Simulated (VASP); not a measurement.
The input files of a VASP run:

### INCAR
```
SYSTEM = KF
PREC = Accurate
ENCUT = 520
EDIFF = 1E-6
NELM = 100
ALGO = Normal
LREAL = .FALSE.
LASPH = .TRUE.
ISMEAR = 0
SIGMA = 0.05
GGA = PE
LWAVE = .FALSE.
LCHARG = .FALSE.
ISIF = 2
ISPIN = 2
MAGMOM = 1.0 1.0 1.0
```

POSCAR:
```
KF
1
    0.0000000000     2.6750000000     2.6750000000
    2.6750000000     0.0000000000     2.6750000000
    2.6750000000     2.6750000000     0.0000000000
K F
1 1
Direct
  0.0000000000   0.0000000000   0.0000000000
  0.5000000000   0.5000000000   0.5000000000
```

**KPOINTS**
```
Automatic mesh
0
Gamma
7 7 7
0 0 0
```

POTCAR, in this order: K_sv F (PBE.64 set). Program: vasp_std.

Question: One choice in this input is risky. Which, and does it do harm here?

Answer: The risk: MAGMOM holds more values than there are atoms. Here it does no harm: the run (PBE GGA, plane waves, VASP's PBE PAW potentials (set 64)) converges to the same energy and pressure as with the safe setting.
File OSZICAR:
```
       N       E                     dE             d eps       ncg     rms          rms(c)
DAV:   1     0.113993648546E+03    0.11399E+03   -0.85844E+03  1040   0.119E+03
DAV:   2    -0.404093673718E+01   -0.11803E+03   -0.10772E+03  1323   0.311E+02
DAV:   3    -0.881717867177E+01   -0.47762E+01   -0.47505E+01  1333   0.576E+01
DAV:   4    -0.893823079157E+01   -0.12105E+00   -0.12101E+00  1496   0.823E+00
DAV:   5    -0.893962803298E+01   -0.13972E-02   -0.13972E-02  1351   0.970E-01    0.105E+01
DAV:   6    -0.825766513735E+01    0.68196E+00   -0.41183E+00  1190   0.172E+01    0.459E+00
DAV:   7    -0.828878498556E+01   -0.31120E-01   -0.16309E-01  1155   0.320E+00    0.244E+00
DAV:   8    -0.827976246198E+01    0.90225E-02   -0.38222E-02  1155   0.204E+00    0.113E+00
DAV:   9    -0.828983838238E+01   -0.10076E-01   -0.13557E-02  1255   0.118E+00    0.330E-01
DAV:  10    -0.829067256084E+01   -0.83418E-03   -0.11526E-03  1507   0.270E-01    0.113E-01
DAV:  11    -0.829124625908E+01   -0.57370E-03   -0.37616E-04  1070   0.173E-01    0.494E-02
DAV:  12    -0.829136845621E+01   -0.12220E-03   -0.88543E-05  1119   0.963E-02    0.257E-02
DAV:  13    -0.829138518217E+01   -0.16726E-04   -0.18776E-05  1175   0.467E-02    0.686E-03
DAV:  14    -0.829138582712E+01   -0.64495E-06   -0.17295E-06  1067   0.137E-02
   1 F= -.82913858E+01 E0= -.82913858E+01  d E =-.547653E-20  mag=    -0.0001
```

The compound is KF in the rock salt structure. The cell was not relaxed at this level.
